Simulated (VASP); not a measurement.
These are PBE GGA, VASP's PBE PAW potentials (set 64) (plane waves; VASP) values and carry that method's errors.

Input for VASP

### KPOINTS
```
Automatic mesh
0
G
 9 9 9
0 0 0
```

### POSCAR
```
MgS
1.0
  0.0000000000   2.4085369437   2.4085369437
  2.4085369437   0.0000000000   2.4085369437
  2.4085369437   2.4085369437   0.0000000000
Mg S
1 1
Cart
  0.0000000000   0.0000000000   0.0000000000
  2.4085369437   2.4085369437   2.4085369437
```

INCAR:
```
! general
SYSTEM   =  MgS
PREC     =  Accurate
ENCUT    =  500   ! plane-wave cut-off (eV)
LREAL    =  F   ! projection in real space or not
LASPH    =  T   ! aspherical one-centre terms

! electronic loop
EDIFF    =  1E-6
NELM     =  100
ALGO     =  Normal

! smearing
ISMEAR   =  0
SIGMA    =  0.05   ! width (eV)

! functional
GGA      =  PE   ! PBE

! ions
IBRION   =  2   ! conjugate gradients
NSW      =  40
ISIF     =  3   ! ions, shape and volume
EDIFFG   =  -0.02   ! ionic stop
PSTRESS  =  300

! output
LWAVE    =  F
LCHARG   =  F
```

POTCAR, in this order: Mg S (PBE.64 set). Program: vasp_std.

The resulting files:

### OSZICAR
```
       N       E                     dE             d eps       ncg     rms          rms(c)
DAV:   1     0.205606618522E+02    0.20561E+02   -0.37650E+03   592   0.797E+02
DAV:   2    -0.768031189602E+01   -0.28241E+02   -0.26464E+02   824   0.108E+02
DAV:   3    -0.827336857732E+01   -0.59306E+00   -0.59306E+00   656   0.214E+01
DAV:   4    -0.827537715549E+01   -0.20086E-02   -0.20086E-02   976   0.138E+00
DAV:   5    -0.827537839374E+01   -0.12382E-05   -0.12382E-05   664   0.279E-02    0.575E+00
DAV:   6    -0.796379147978E+01    0.31159E+00   -0.67665E-01   560   0.448E+00    0.459E+00
DAV:   7    -0.792021012059E+01    0.43581E-01   -0.24951E-01   632   0.286E+00    0.274E+00
DAV:   8    -0.792064163774E+01   -0.43152E-03   -0.92068E-03   680   0.810E-01    0.847E-01
DAV:   9    -0.792057218136E+01    0.69456E-04   -0.24119E-04   736   0.146E-01    0.181E-01
DAV:  10    -0.792059699761E+01   -0.24816E-04   -0.47068E-05   808   0.546E-02    0.970E-03
DAV:  11    -0.792059532215E+01    0.16755E-05   -0.89906E-06   664   0.169E-02    0.565E-03
DAV:  12    -0.792059531116E+01    0.10991E-07   -0.14404E-07   400   0.350E-03
   1 F= -.26881993E+01 E0= -.26881993E+01  d E =-.268820E+01
```

**OUTCAR**
```
------------------------ aborting loop because EDIFF is reached ----------------------------------------
  FORCE on cell =-STRESS in cart. coord.  units (eV):
  Direction    XX          YY          ZZ          XY          YZ          ZX
  --------------------------------------------------------------------------------------
  Total        5.1977103      5.1977103      5.1977103      0.0000000      0.0000000     -0.0000000
  in kB      298.0112900    298.0112900    298.0112900      0.0000000      0.0000000     -0.0000000
  external PRESSURE =      -1.9887100 kB  Pullay stress =     300.0000000 kB
  volume of cell :       27.94
      direct lattice vectors                 reciprocal lattice vectors
     0.000000000  2.408536944  2.408536944    -0.207594906  0.207594906  0.207594906
     2.408536944  0.000000000  2.408536944     0.207594906 -0.207594906  0.207594906
     2.408536944  2.408536944  0.000000000     0.207594906  0.207594906 -0.207594906
 POSITION                                       TOTAL-FORCE (eV/Angst)
 -----------------------------------------------------------------------------------
      0.00000      0.00000      0.00000         0.000000      0.000000     -0.000000
      2.40854      2.40854      2.40854        -0.000000     -0.000000      0.000000
 -----------------------------------------------------------------------------------
    total drift:                                0.000000      0.000000      0.000000
  FREE ENERGIE OF THE ION-ELECTRON SYSTEM (eV)
  ---------------------------------------------------
  free  energy   TOTEN  =        -7.9205953112 eV

  energy  without entropy=       -7.9205953112  energy(sigma->0) =       -7.92059531
  enthalpy is  TOTEN    =        -2.6881993162 eV   P V=        5.2323959949

 reached required accuracy - stopping structural energy minimisation
```
(Selected blocks of OUTCAR.)

File OUTCAR:
```
 val. band max:        6.0787386662   @ k =   0.0000   0.0000   0.0000

 cond. band min:       9.4596336214   @ k =   0.4444   0.4444   0.0000


 Fermi energy:         6.3236822450

 k-point     1 :       0.0000    0.0000    0.0000
  band No.  band energies     occupation
      1      -8.1389      2.00000
      2       6.0787      2.00000
      3       6.0787      2.00000
      4       6.0787      2.00000
      5      11.9085      0.00000
      6      13.7529      0.00000
      7      13.7529      0.00000
      8      13.7529      0.00000

 k-point     2 :       0.1111    0.0000    0.0000
  band No.  band energies     occupation
      1      -7.9711      2.00000
      2       5.0709      2.00000
      3       5.9460      2.00000
      4       5.9460      2.00000
      5      12.3526      0.00000
      6      13.7784      0.00000
      7      14.0581      0.00000
      8      14.0581      0.00000

 k-point     3 :       0.2222    0.0000    0.0000
  band No.  band energies     occupation
      1      -7.4953      2.00000
      2       3.1220      2.00000
      3       5.6467      2.00000
      4       5.6467      2.00000
      5      11.8453      0.00000
      6      14.1582      0.00000
      7      14.1582      0.00000
      8      15.4885      0.00000

 k-point     4 :       0.3333    0.0000    0.0000
  band No.  band energies     occupation
      1      -6.8215      2.00000
      2       1.2509      2.00000
      3       5.3541      2.00000
      4       5.3541      2.00000
      5      11.2497      0.00000
      6      13.6045      0.00000
      7      13.6045      0.00000
      8      17.7602      0.00000

 k-point     5 :       0.4444    0.0000    0.0000
  band No.  band energies     occupation
      1      -6.2443      2.00000
      2       0.0328      2.00000
      3       5.1834      2.00000
      4       5.1834      2.00000
      5      10.9433      0.00000
      6      13.2302      0.00000
      7      13.2302      0.00000
...
```

The compound is MgS in the rock salt structure. It was relaxed first under an external pressure of 30 GPa.
